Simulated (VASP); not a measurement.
These are r2SCAN meta-GGA, VASP's PBE PAW potentials (set 64) (plane waves; VASP 6.6.1) values and carry that method's errors.

Input for VASP

**KPOINTS**
```
kpoints
0
gamma
  7 7 7
```

**POSCAR**
```
SrVO3
1
    3.8155530627     0.0000000000     0.0000000000
    0.0000000000     3.8155530627     0.0000000000
   -0.0000000000    -0.0000000000     3.8155530627
Sr V O
1 1 3
Direct
  0.0000000000   0.0000000000   0.0000000000
  0.5000000000   0.5000000000   0.5000000000
  0.5000000000   0.0000000000   0.5000000000
  0.0000000000   0.5000000000   0.5000000000
  0.5000000000   0.5000000000   0.0000000000
```

**INCAR**
```
SYSTEM = SrVO3
PREC = Accurate; ENCUT = 520; LREAL = .FALSE.
LASPH = .TRUE.
EDIFF = 1E-6; NELM = 100; ALGO = Normal
LMAXMIX = 4; LMIXTAU = .TRUE.
ISMEAR = 1; SIGMA = 0.1
METAGGA = R2SCAN
IBRION = 2; NSW = 60; ISIF = 3
EDIFFG = -0.02
LWAVE = .FALSE.; LCHARG = .FALSE.
```

POTCAR, in this order: Sr_sv V_sv O (PBE.64 set). Program: vasp_std.

Q: What does the run give for the energy per atom (σ→0), volume per atom, band gap (on the k-mesh)?

A: 
- energy per atom (σ→0) = -1203.6 kJ/mol of atoms
- band gap (on the k-mesh) = none (metal, semimetal or under 0.01 eV)
- volume per atom = 11.27 Å^3/atom

**OSZICAR**
```
...
DAV:   5    -0.623713450526E+02    0.28416E-03   -0.19242E-03  1480   0.333E-01    0.114E-01
DAV:   6    -0.623713902103E+02   -0.45158E-04   -0.43498E-04  1392   0.186E-01    0.623E-02
DAV:   7    -0.623713797560E+02    0.10454E-04   -0.24447E-04  1032   0.172E-01    0.296E-02
DAV:   8    -0.623715296213E+02   -0.14987E-03   -0.11840E-04  1152   0.115E-01    0.746E-03
DAV:   9    -0.623715340617E+02   -0.44404E-05   -0.19815E-05  1288   0.382E-02    0.580E-03
DAV:  10    -0.623715370925E+02   -0.30308E-05   -0.65473E-06   960   0.229E-02    0.247E-03
DAV:  11    -0.623715368262E+02    0.26626E-06   -0.23430E-06   576   0.150E-02
   3 F= -.62371537E+02 E0= -.62370514E+02  d E =-.696288E-02
```

The compound is SrVO3 in the cubic perovskite structure. This run relaxes it. Symmetry was kept, so distortions that lower it aren't found. The start is the result of an earlier pass. The run is not spin-polarised, so no magnetic state was tried. The electron count is odd and the run is not spin-polarised, which forces a metal.
